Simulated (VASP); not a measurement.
Computed with revTPSS meta-GGA, VASP's PBE PAW potentials (set 64) (plane waves; VASP 6.6.1).

Input for VASP

File KPOINTS:
```
Regular mesh
0
gamma
 16 16 16
```

INCAR:
```
! general
SYSTEM   =  W
PREC     =  Accurate
ENCUT    =  520   ! plane-wave cut-off (eV)
LREAL    =  .FALSE.   ! projection in real space or not
LASPH    =  .TRUE.

! electronic loop
EDIFF    =  1E-7   ! SCF stop (eV)
NELM     =  100   ! most electronic steps
ALGO     =  Normal   ! blocked Davidson
LMAXMIX  =  6   ! l cut-off of mixed one-centre charges
LMIXTAU  =  .TRUE.

! smearing
ISMEAR   =  1
SIGMA    =  0.1   ! width (eV)

! functional
METAGGA  =  RTPSS

! ions
ISIF     =  2   ! forces and stress, cell fixed

! output
LWAVE    =  .FALSE.
LCHARG   =  .FALSE.
```

### POSCAR
```
W
3.0990980
 -0.5000000140   0.5000000140   0.5000000140
  0.5000000140  -0.5000000140   0.5000000140
  0.5000000140   0.5000000140  -0.5000000140
W
1
Cart
  0.0000000000   0.0000000000   0.0000000000
```

POTCAR, in this order: W_sv (PBE.64 set). Program: vasp_std.

Unless said otherwise, spin-orbit coupling is left out, though it shifts the bands of the heavy elements here.

### Question
Predict the energy per atom (σ→0), pressure, band gap (on the k-mesh).

### Answer

```
Property                                                    Result
------------------------  ----------------------------------------
energy per atom (σ→0)                               25.132 eV/atom
band gap (on the k-mesh)  none (metal, semimetal or under 0.01 eV)
pressure                                                 22.51 GPa
```

### OSZICAR
```
...
DAV:  14     0.251321257779E+02    0.65559E-05   -0.36597E-06  3373   0.190E-02    0.955E-03
DAV:  15     0.251321175195E+02   -0.82584E-05   -0.70761E-07  3514   0.139E-02    0.160E-03
DAV:  16     0.251321206647E+02    0.31451E-05   -0.13415E-07  1827   0.514E-03    0.125E-03
DAV:  17     0.251321188894E+02   -0.17753E-05   -0.14399E-08  1655   0.193E-03    0.256E-04
DAV:  18     0.251321201097E+02    0.12203E-05   -0.15067E-09  1604   0.639E-04    0.690E-05
DAV:  19     0.251321197809E+02   -0.32879E-06   -0.17039E-10  1604   0.206E-04    0.399E-05
DAV:  20     0.251321198633E+02    0.82395E-07   -0.57878E-11  1598   0.115E-04
   1 F= 0.25132120E+02 E0= 0.25132301E+02  d E =-.544745E-03
```

The compound is W in the bcc structure. This cell is one point of a volume scan, at 0.94 of the reference volume.
